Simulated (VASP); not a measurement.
Calculation: PBE GGA with D3 dispersion (Becke-Johnson damping), VASP's PBE PAW potentials (set 64) (plane waves; VASP 6.6.1).

A VASP calculation is set up with these files.

**KPOINTS**
```
kpoints
0
gamma
  12 12 7
0 0 0
```

POSCAR:
```
Ho
1.0
  1.8156532953  -3.1448038109   0.0000000000
  1.8156532953   3.1448038109   0.0000000000
  0.0000000000   0.0000000000   5.5851792517
Ho
2
direct
  0.3333330000   0.6666670000   0.2500000000
  0.6666670000   0.3333330000   0.7500000000
```

### INCAR
```
# general
SYSTEM   =  Ho
PREC     =  Accurate
ENCUT    =  520
LREAL    =  .False.
LASPH    =  .True.   # aspherical one-centre terms

# electronic loop
EDIFF    =  1E-7   # SCF stop (eV)
NELM     =  100   # most electronic steps
ALGO     =  Normal
LMAXMIX  =  6   # l cut-off of mixed one-centre charges

# smearing
ISMEAR   =  1
SIGMA    =  0.1   # width (eV)

# functional
GGA      =  PE
IVDW     =  12

# ions
IBRION   =  2   # conjugate gradients
NSW      =  30   # most ionic steps
ISIF     =  4   # ions and shape, fixed volume
EDIFFG   =  -0.01

# output
LWAVE    =  .False.
LCHARG   =  .False.
```

POTCAR, in this order: Ho_3 (PBE.64 set). Program: vasp_std.

The 4f electrons are frozen in the core of the lanthanide potential, so 4f levels, which can set the real gap, and their magnetism are missing.

Problem. Predict the energy per atom (σ→0), dispersion energy, band gap (on the k-mesh).

Solution. 
| Item | Result |
|---|---|
| energy per atom (σ→0) | -4.842 eV/atom |
| dispersion energy | -665 meV |
| band gap (on the k-mesh) | none (metal, semimetal or under 0.01 eV) |

### OSZICAR
```
...
       N       E                     dE             d eps       ncg     rms          rms(c)
DAV:   1    -0.902180083734E+01   -0.13544E-02   -0.60892E-02  2890   0.223E+00    0.169E-01
DAV:   2    -0.902104312940E+01    0.75771E-03   -0.17169E-03  3123   0.538E-01    0.988E-02
DAV:   3    -0.902068021233E+01    0.36292E-03   -0.42880E-04  3491   0.197E-01    0.592E-02
DAV:   4    -0.902067791064E+01    0.23017E-05   -0.67322E-05  3144   0.676E-02    0.241E-02
DAV:   5    -0.902067783140E+01    0.79236E-07   -0.30377E-06  3628   0.192E-02    0.391E-03
DAV:   6    -0.902067773433E+01    0.97070E-07   -0.12793E-07  1849   0.366E-03
   3 F= -.96855814E+01 E0= -.96846919E+01  d E =-.971306E-03
```

The compound is Ho in the hcp structure. This cell is one point of a volume scan, at 1.06 of the reference volume. Symmetry was kept, so distortions that lower it aren't found.
